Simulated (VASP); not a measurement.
# Fe2O3: band structure with PBE+U

Crystal: Fe2O3.

```
Fe O
1.0
     2.55365    1.47435    4.61263
    -2.55365    1.47435    4.61263
     0.00000   -2.94871    4.61263
Fe O
4 6
Direct
  0.35327 0.35327 0.35327
  0.14673 0.14673 0.14673
  0.64673 0.64673 0.64673
  0.85327 0.85327 0.85327
  0.55416 0.94584 0.25000
  0.25000 0.55416 0.94584
  0.94584 0.25000 0.55416
  0.44584 0.05416 0.75000
  0.75000 0.44584 0.05416
  0.05416 0.75000 0.44584
```

```yaml
Program: VASP 6.6.1
Task: band structure
Functional: PBE
Potentials_or_basis: VASP PAW PBE potentials, release 64 (Fe, O)
Cutoff: 520 eV
k_mesh: 9 × 9 × 9
Occupations: methfessel-paxton, width 0.1 eV
Spin: collinear spin, ferromagnetic start
Starting_moments: "[4.0, 4.0, 4.0, 4.0, 0.0, 0.0, 0.0, 0.0, 0.0, 0.0] μB"
Hubbard_terms: Fe d U = 5.3 eV
Further_INCAR_settings: ALGO = Normal; EDIFF = 1e-07; NBANDS = 49; AMIX = 0.2; BMIX = 0.0001
```

```
Pressure                                              : 0.3 GPa
Largest force                                         : 0.004 eV/Å
Band gap on the k mesh                                : 1.66 eV, indirect (least direct gap 1.81 eV)
Band gap along the path                               : 1.65 eV, indirect (least direct gap 1.81 eV)
Net moment                                            : 20.00 μB per cell
Site moments                                          : Fe +4.42; O +0.34 μB
Valence electrons inside the program's atomic spheres : Fe 6.67; O 5.04
```

Forces on the atoms (eV/Å):
```
Fe   0.000  0.000 -0.004
Fe   0.000  0.000  0.004
Fe   0.000  0.000  0.004
Fe   0.000  0.000 -0.004
O    0.000  0.000  0.000
O    0.000  0.000  0.000
O    0.000  0.000  0.000
O    0.000  0.000  0.000
O    0.000  0.000  0.000
O    0.000  0.000  0.000
```

Levels at the corners of the path, in eV from the valence-band top:
Spin up:
```csv
point,band 42,band 43,band 44,band 45,band 46,band 47
Γ,-0.39,0.00,0.00,4.36,8.23,10.28
L,-0.79,-0.25,-0.25,7.63,7.63,9.07
L,-0.79,-0.25,-0.25,7.63,7.63,9.07
B1,-0.44,-0.21,-0.21,8.42,8.42,8.65
B,-0.44,-0.21,-0.21,8.42,8.42,8.65
Z,-0.30,-0.30,-0.30,6.98,6.98,10.86
Z,-0.30,-0.30,-0.30,6.98,6.98,10.86
Γ,-0.39,0.00,0.00,4.36,8.23,10.28
Γ,-0.39,0.00,0.00,4.36,8.23,10.28
X,-0.33,-0.22,-0.14,8.21,8.27,8.31
Q,-0.33,-0.22,-0.14,8.21,8.27,8.31
F,-0.30,-0.13,-0.13,8.13,8.18,9.34
F,-0.30,-0.13,-0.13,8.13,8.18,9.34
P1,-0.41,-0.38,-0.16,8.35,8.37,8.51
P1,-0.41,-0.38,-0.16,8.35,8.37,8.51
Z,-0.30,-0.30,-0.30,6.98,6.98,10.86
L,-0.79,-0.25,-0.25,7.63,7.63,9.07
P,-0.41,-0.38,-0.16,8.35,8.37,8.51
```
Spin down:
```tsv
point	band 22	band 23	band 24	band 25	band 26	band 27
Γ	-0.73	-0.73	-0.56	1.93	1.93	1.96
L	-1.66	-0.78	-0.78	1.86	1.86	2.24
L	-1.66	-0.78	-0.78	1.86	1.86	2.24
B1	-1.52	-1.01	-1.01	1.79	1.79	2.11
B	-1.52	-1.01	-1.01	1.79	1.79	2.11
Z	-1.32	-1.32	-1.32	2.18	2.18	2.18
Z	-1.32	-1.32	-1.32	2.18	2.18	2.18
Γ	-0.73	-0.73	-0.56	1.93	1.93	1.96
Γ	-0.73	-0.73	-0.56	1.93	1.93	1.96
X	-1.30	-1.19	-0.82	1.70	1.79	2.15
Q	-1.30	-1.19	-0.82	1.70	1.79	2.15
F	-1.55	-1.33	-0.88	1.84	1.85	1.92
F	-1.55	-1.33	-0.88	1.84	1.85	1.92
P1	-1.40	-1.37	-0.93	1.79	1.86	2.02
P1	-1.40	-1.37	-0.93	1.79	1.86	2.02
Z	-1.32	-1.32	-1.32	2.18	2.18	2.18
L	-1.66	-0.78	-0.78	1.86	1.86	2.24
P	-1.40	-1.37	-0.93	1.79	1.86	2.02
```

Eigenvalues of the final occupation matrices:
```
    site  spin  trace               eigenvalues
site 1 d     1   5.08  0.99 0.99 0.99 1.06 1.06
site 1 d     2   0.72  0.06 0.06 0.07 0.27 0.27
site 2 d     1   5.08  0.99 0.99 0.99 1.06 1.06
site 2 d     2   0.72  0.06 0.06 0.07 0.27 0.27
site 3 d     1   5.08  0.99 0.99 0.99 1.06 1.06
site 3 d     2   0.72  0.06 0.06 0.07 0.27 0.27
site 4 d     1   5.08  0.99 0.99 0.99 1.06 1.06
site 4 d     2   0.72  0.06 0.06 0.07 0.27 0.27
```

Core levels (eV, on the scale of the bands):
| atom | levels |
| --- | --- |
| 1 Fe | 1s -6991.2, 2s -812.3, 2p -691.0, 3s -85.7, 3p -51.7 |
| 2 Fe | 1s -6991.2, 2s -812.3, 2p -691.0, 3s -85.7, 3p -51.7 |
| 3 Fe | 1s -6991.2, 2s -812.3, 2p -691.0, 3s -85.7, 3p -51.7 |
| 4 Fe | 1s -6991.2, 2s -812.3, 2p -691.0, 3s -85.7, 3p -51.7 |
| 5 O | 1s -501.1 |
| 6 O | 1s -501.1 |

Run time: 63 min on 1 × NVIDIA H100 80GB with 1 thread of AMD EPYC 7R13 Processor (Zen 3), with other jobs on the host, peak memory 2.1 GiB.

Caveat: only a ferromagnetic start was run, and an antiferromagnetic order may lie lower in energy. The state reached can hang on the start; a lower one may exist.
